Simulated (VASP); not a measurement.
A calculation with VASP 6.6.1 of CeMg6W (ASE script, Cartesian positions):

File run.py:

```python
from ase.calculators.vasp import Vasp
from ase.dft.bandgap import bandgap
from ase.io import read

atoms = read('CeMg6W.xyz')
atoms.set_initial_magnetic_moments([0.0, 1.0, 0.0, 0.0, 0.0, 0.0, 0.0, 0.0])
calc = Vasp(
    directory='calc',
    xc='pbe',
    pp='PBE',
    setups={'base': 'minimal', 'W': '_sv'},
    prec='Accurate',
    encut=520,
    ediff=1e-06,
    ismear=0,
    sigma=0.02,
    lreal=False,
    lasph=True,
    nelm=150,
    algo='Fast',
    isif=2,
    lwave=False,
    lcharg=False,
    ispin=2,
    lorbit=11,
    lmaxmix=6,
    kpts=[6, 5, 5],
    gamma=True,
    nbands=33,
)
atoms.calc = calc

print('energy (eV):', atoms.get_potential_energy())
print('free energy (eV):', atoms.get_potential_energy(force_consistent=True))
print('forces (eV/A):')
print(atoms.get_forces())
print('stress (eV/A^3, Voigt):', atoms.get_stress())
print('Fermi level (eV):', calc.get_fermi_level())
print('moment (muB):', atoms.get_magnetic_moment())
print('site moments (muB):', atoms.get_magnetic_moments())
gap, top, bottom = bandgap(calc)
print('band gap (eV):', gap, 'from (spin, k, band)', top, 'to', bottom)
```

Contents of CeMg6W.xyz:

```xyz
8
Lattice="4.8596700000 0.0000000000 0.0000000000 0.0000000000 3.1842285000 5.7595695000 0.0000000000 -3.1842285000 5.7595695000" Properties=species:S:1:pos:R:3 pbc="T T T"
W      2.4298350000      0.0000000000      8.0368111272
Ce     0.0000000000      0.0000000000      9.2043564988
Mg     2.4298350000      0.0000000000      1.9929607958
Mg     2.4298350000     -1.5684745376      4.9034670895
Mg     2.4298350000      1.5684745376      4.9034670895
Mg     0.0000000000      0.0000000000      3.8657539336
Mg     0.0000000000     -1.5518847071      6.5848697328
Mg     0.0000000000      1.5518847071      6.5848697328
```

Potentials or basis: VASP PAW PBE potentials, release 64 (W_sv, Ce, Mg).

The run is started by

```console
$ python run.py
```

The cell comes from a database or a generator and needn't be the stable form of this composition.

Question: Write the same calculation in another form: native input, structure from a POSCAR.

Answer: As run:

The input INCAR:

```
PREC = Accurate ; ENCUT = 520
EDIFF = 1E-6 ; ISMEAR = 0
SIGMA = 0.02 ; LREAL = F
LASPH = T ; NELM = 100
ALGO = Fast ; ISIF = 2
LWAVE = F ; LCHARG = F
ISPIN = 2 ; MAGMOM = 0 1 0 0 0 0 0 0
LORBIT = 11 ; LMAXMIX = 6
GGA = PE ; NBANDS = 33
```

Contents of KPOINTS:

```
Automatic mesh
0
Gamma
  6 5 5
```

POSCAR

```
CeMg6W
1.0
    4.8596700000      0.0000000000      0.0000000000
    0.0000000000      3.1842285000      5.7595695000
    0.0000000000     -3.1842285000      5.7595695000
W Ce Mg
1 1 6
Direct
    0.5000000000      0.6976920000      0.6976920000
    0.0000000000      0.7990490000      0.7990490000
    0.5000000000      0.1730130000      0.1730130000
    0.5000000000      0.1793920000      0.6719680000
    0.5000000000      0.6719680000      0.1793920000
    0.0000000000      0.3355940000      0.3355940000
    0.0000000000      0.3279630000      0.8153290000
    0.0000000000      0.8153290000      0.3279630000
```

Potentials or basis: VASP PAW PBE potentials, release 64 (W_sv, Ce, Mg).

Command:

```console
$ cat potpaw_PBE.64/W_sv/POTCAR potpaw_PBE.64/Ce/POTCAR potpaw_PBE.64/Mg/POTCAR > POTCAR
$ mpirun -np 1 vasp_std > vasp.out
```

Both were run:

|  | ASE script, Cartesian positions | native input, structure from a POSCAR |
| --- | --- | --- |
| Pressure | 0.0 GPa | 0.0 GPa |
| Largest force | 0.103 eV/Å | 0.103 eV/Å |
| Band gap on the k mesh | none (metal or under the smearing width) | none (metal or under the smearing width) |
| Net moment | 0.01 μB per cell | 0.01 μB per cell |
| Valence electrons inside the program's atomic spheres | W 11.92; Ce 9.96; Mg 0.34, 0.37, 0.38 | W 11.92; Ce 9.96; Mg 0.34, 0.37, 0.38 |

Keys that steer only the numerical path or the files written may differ.

Caveat: the magnetic or orbital state may not be the lowest; without U or exact exchange the open f shell lies at the Fermi level, which spoils levels, moments and volumes.
